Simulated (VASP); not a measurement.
OSZICAR of a VASP run on NiSi₂ (fluorite):

OSZICAR:
```
       N       E                     dE             d eps       ncg     rms          rms(c)
DAV:   1     0.621579295491E+02    0.62158E+02   -0.67051E+03  7296   0.115E+03
DAV:   2    -0.157729762324E+02   -0.77931E+02   -0.73238E+02  7460   0.228E+02
DAV:   3    -0.192859517861E+02   -0.35130E+01   -0.34331E+01  9410   0.544E+01
DAV:   4    -0.193543034177E+02   -0.68352E-01   -0.68224E-01  8659   0.746E+00
DAV:   5    -0.193561335521E+02   -0.18301E-02   -0.18297E-02  9538   0.126E+00    0.163E+01
DAV:   6    -0.241403905496E+02   -0.47843E+01   -0.54541E+01  7798   0.183E+02    0.254E+01
DAV:   7    -0.174660503160E+02    0.66743E+01   -0.15947E+01  8718   0.114E+02    0.406E+00
DAV:   8    -0.173888555398E+02    0.77195E-01   -0.22946E+00 10718   0.258E+01    0.261E+00
DAV:   9    -0.173460618828E+02    0.42794E-01   -0.28309E-01  8794   0.108E+01    0.630E-01
DAV:  10    -0.173440988501E+02    0.19630E-02   -0.11920E-02  9644   0.239E+00    0.263E-01
DAV:  11    -0.173442513102E+02   -0.15246E-03   -0.11511E-03  8458   0.265E-01    0.472E-02
DAV:  12    -0.173442888915E+02   -0.37581E-04   -0.59305E-05  9765   0.131E-01    0.233E-02
DAV:  13    -0.173442887169E+02    0.17464E-06   -0.22899E-05  8976   0.992E-02    0.866E-03
DAV:  14    -0.173442888655E+02   -0.14865E-06   -0.22724E-06  7649   0.231E-02
   1 F= -.17344289E+02 E0= -.17344302E+02  d E =0.388901E-04
```

Question: Which electronic solver shows in the log?

Answer: It is blocked Davidson (ALGO = Normal, or the opening steps of other solvers). The INCAR had ALGO = Normal.

Question: How was spin treated?

Answer: Without spin polarisation: there is no mag entry.

Question: Can the final energy be trusted as converged?

Answer: The run converged. It stopped with EDIFF = 1E-6, NELM = 100 (PBE GGA, plane waves, VASP's PBE PAW potentials (set 64)).

The compound is NiSi2 in the fluorite structure. The cell was not relaxed at this level, atoms are displaced from their ideal sites. The run is one of a series of settings (KPOINTS 12×12×12 Γ-centred mesh against the base run), some of them coarse on purpose. The run is not spin-polarised, so no magnetic state was tried.
